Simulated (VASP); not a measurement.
Level of theory: PBEsol GGA, VASP's PBE PAW potentials (set 64) (plane waves; VASP).

VASP input:

### POSCAR
```
Li3YSb2
1
    4.5314800000     0.0000000000     0.0000000000
   -2.2657400000     3.9243770000     0.0000000000
    0.0000000000     0.0000000000     7.1873900000
Li Y Sb
3 1 2
Direct
  0.3333330000   0.6666670000   0.6510100000
  0.6666670000   0.3333330000   0.3489900000
  0.0000000000   0.0000000000   0.5000000000
  0.0000000000   0.0000000000   0.0000000000
  0.3333330000   0.6666670000   0.2492500000
  0.6666670000   0.3333330000   0.7507500000
```

### KPOINTS
```
kpoints
0
G
 6 6 3
```

INCAR:
```
! general
SYSTEM  = Li3YSb2
PREC    = Accurate
ENCUT   = 400
LREAL   = .FALSE.
LASPH   = .TRUE.

! electronic loop
EDIFF   = 1E-6
NELM    = 100   ! most electronic steps
ALGO    = Normal   ! blocked Davidson
LMAXMIX = 4   ! l cut-off of mixed one-centre charges

! smearing
ISMEAR  = -1   ! Fermi-Dirac
SIGMA   = 0.136   ! width (eV)

! functional
GGA     = PS   ! PBEsol

! ions
ISIF    = 2

! output
LWAVE   = .FALSE.
LCHARG  = .FALSE.
```

POTCAR, in this order: Li_sv Y_sv Sb (PBE.64 set). Program: vasp_std.

At this cut-off the stress carries a Pulay error, which pulls relaxed volumes low. Unless said otherwise, spin-orbit coupling is left out, though it shifts the bands of the heavy elements here.

### Question
Estimate the energy per atom (σ→0), pressure, largest force, band gap (on the k-mesh).

### Answer

| Property | Value |
|---|---|
| energy per atom (σ→0) | -4.502 eV/atom |
| band gap (on the k-mesh) | none (metal, semimetal or under 0.01 eV) |
| pressure | -2.69 GPa |
| largest force | 0.00512 Ry/bohr |

**OSZICAR**
```
...
DAV:  10    -0.270300330792E+02   -0.11386E-02   -0.36992E-02   827   0.100E+00    0.933E-01
DAV:  11    -0.270297509474E+02    0.28213E-03   -0.33083E-03   940   0.360E-01    0.265E-01
DAV:  12    -0.270296734520E+02    0.77495E-04   -0.10636E-03   974   0.136E-01    0.581E-02
DAV:  13    -0.270296569553E+02    0.16497E-04   -0.21881E-04   801   0.719E-02    0.209E-02
DAV:  14    -0.270296595542E+02   -0.25989E-05   -0.27822E-05   825   0.287E-02    0.476E-02
DAV:  15    -0.270296572006E+02    0.23536E-05   -0.81278E-06   782   0.154E-02    0.130E-02
DAV:  16    -0.270296570534E+02    0.14720E-06   -0.11278E-06   502   0.675E-03
   1 F= -.27029657E+02 E0= -.27010713E+02  d E =-.378877E-01
```

The structure comes from a computed database's Li3YSb2 entry (P-3m1); how it stands against other phases isn't given here. The cell was not relaxed at this level.
